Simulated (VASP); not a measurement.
Input for VASP

POSCAR:
```
TiS
1
   -0.0000000000     2.6891261796     2.6891261796
    2.6891261796     0.0000000000     2.6891261796
    2.6891261796     2.6891261796    -0.0000000000
S Ti
1 1
Direct
  0.2500000000   0.2500000000   0.2500000000
  0.0000000000   0.0000000000   0.0000000000
```

**KPOINTS**
```
Automatic mesh
0
Gamma
11 11 11
0 0 0
```

### INCAR
```
! general
SYSTEM =TiS
PREC   =Accurate
ENCUT  =400
LREAL  =F
LASPH  =T

! electronic loop
EDIFF  =1E-6
NELM   =100
ALGO   =Normal
LMAXMIX=4

! smearing
ISMEAR =1
SIGMA  =0.1

! functional
GGA    =PS

! ions
IBRION =2
NSW    =60
ISIF   =3
EDIFFG =-0.01

! output
LWAVE  =F
LCHARG =F
```

POTCAR, in this order: S Ti_sv (PBE.64 set). Program: vasp_std.

**Question.** Translate this PBEsol calculation to Quantum ESPRESSO's pw.x.

**Answer.** One equivalent input (not run):
```
&CONTROL
  calculation = 'vc-relax'
  pseudo_dir = './pseudo'
  outdir = './out'
  tprnfor = .true.
  tstress = .true.
  nstep = 60
  forc_conv_thr = 0.00039
/
&SYSTEM
  ibrav = 0
  nat = 2
  ntyp = 2
  ecutwfc = 84
  occupations = 'smearing'
  smearing = 'methfessel-paxton'
  degauss = 0.00735
  input_dft = 'pbesol'
/
&ELECTRONS
  conv_thr = 7.3e-08
  electron_maxstep = 100
/
&IONS
/
&CELL
/
ATOMIC_SPECIES
  S 32.060 S.upf
  Ti 47.867 Ti.upf
CELL_PARAMETERS angstrom
    -0.0000000    2.6891262    2.6891262
     2.6891262    0.0000000    2.6891262
     2.6891262    2.6891262   -0.0000000
ATOMIC_POSITIONS crystal
  S    0.2500000  0.2500000  0.2500000
  Ti   0.0000000  0.0000000  0.0000000
K_POINTS automatic
  11 11 11 0 0 0
```
The two are equivalent in intent, not identical: the potentials are each code's own (VASP's PAW set, PseudoDojo norm-conserving files in pw.x), so ENCUT and ecutwfc are chosen apart and not converted; conv_thr bounds pw.x's estimated SCF error, while EDIFF bounds the energy change between steps; forc_conv_thr acts on force components and is met together with etot_conv_thr.

The structure was generated: TiS was put into the zincblende type (F-43m), which need not be its known phase. This run relaxes it. Symmetry was kept, so distortions that lower it aren't found. The start is the result of an earlier pass.
